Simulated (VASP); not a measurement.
Given:

```
WSi
1.0
    5.49356     0.00000     0.00000
   -2.74678     4.75756     0.00000
    0.00000     0.00000     4.43283
W Si
3 3
Direct
  0.50000   0.00000   0.00000
  0.50000   0.50000   0.00000
  0.00000   0.50000   0.00000
  0.00000   0.00000   0.00000
  0.33333   0.66667   0.50000
  0.66667   0.33333   0.50000
```

These are PBE GGA, VASP's PBE PAW potentials (set 64) (plane waves; VASP) values and carry that method's errors. Numerical set-up: 300 eV cut-off, 5×5×5 Γ-centred mesh, Gaussian smearing of 0.10 eV, potentials W_sv Si.

Q: Give the energies of bands 18 to 31 at the high-symmetry points, in eV from the Fermi level.

A: 
```tsv
band	Γ	M	K	A	L	H
18	-4.85	-4.60	-4.20	-3.83	-4.21	-4.80
19	-4.85	-3.65	-4.13	-3.31	-4.18	-3.73
20	-3.00	-3.60	-4.13	-3.31	-3.65	-3.73
21	-3.00	-2.84	-2.87	-2.52	-3.42	-2.69
22	-2.48	-2.57	-2.87	-2.13	-2.33	-2.69
23	-2.36	-2.54	-2.62	-2.13	-1.43	-2.36
24	-2.36	-2.14	-2.52	-1.52	-1.36	-1.26
25	-2.05	-1.52	-0.98	-1.51	-1.29	-1.26
26	-2.05	-0.87	-0.98	-1.51	-1.17	-0.38
27	1.25	-0.42	-0.35	-0.64	-0.61	-0.36
28	1.25	-0.24	-0.35	-0.27	-0.54	-0.17
29	1.34	1.15	0.84	-0.27	-0.31	0.12
30	1.84	1.54	2.07	1.29	0.36	0.12
31	1.84	1.97	2.07	1.29	0.77	0.52
```

It has no gap at this level: it comes out as a metal or semimetal.

The structure was generated: SiW was put into an ordered model structure, which need not be its known phase. The cell was not relaxed at this level.
